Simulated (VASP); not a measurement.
The system is Pt.

```xyz
1
Lattice="0.0000 1.9609 1.9609 1.9609 0.0000 1.9609 1.9609 1.9609 0.0000" Properties=species:S:1:pos:R:3 pbc="T T T"
Pt    0.0000    0.0000    0.0000
```

- Program: VASP 6.6.1
- Task: relaxation of cell and atoms
- Functional: PBE
- Potentials or basis: VASP PAW PBE potentials, release 64 (Pt)
- Cutoff: 520 eV
- k mesh: 12 × 12 × 12
- Occupations: gaussian, width 0.1 eV
- Spin: no spin polarisation

At the start: pressure 9.7 GPa; volume 15.08 Å³/atom.

Task: How do energy, volume and symmetry change on relaxing?

Result: Over 17 steps the energy falls by 15.8 meV/atom and the volume is 15.62 Å³/atom (+3.6 %); space group Fm-3m (No. 225, to 0.05 Å).

The path:
```csv
step,energy change (eV),largest force (eV/Å),pressure (GPa),volume (Å³)
1,0.0000,0.0000,9.71,15.08
2,0.0804,0.0000,-17.96,17.16
3,-0.0158,0.0000,-0.30,15.64
4,-0.0158,0.0000,-0.02,15.62
5,-0.0158,0.0000,0.16,15.61
6,-0.0158,0.0000,0.16,15.61
7,-0.0158,0.0000,0.13,15.61
8,-0.0158,0.0000,0.13,15.61
9,-0.0158,0.0000,0.13,15.61
10,-0.0158,0.0000,0.13,15.61
11,-0.0158,0.0000,0.13,15.61
12,-0.0158,0.0000,0.12,15.62
13,-0.0158,0.0000,0.10,15.62
14,-0.0158,0.0000,0.08,15.62
15,-0.0158,0.0000,0.03,15.62
16,-0.0158,0.0000,-0.07,15.63
17,-0.0158,0.0000,0.00,15.62
```

Final structure:
```
Pt
1.0
     0.00000    1.98414    1.98414
     1.98414    0.00000    1.98414
     1.98414    1.98414    0.00000
Pt
1
Direct
  0.00000 0.00000 0.00000
```
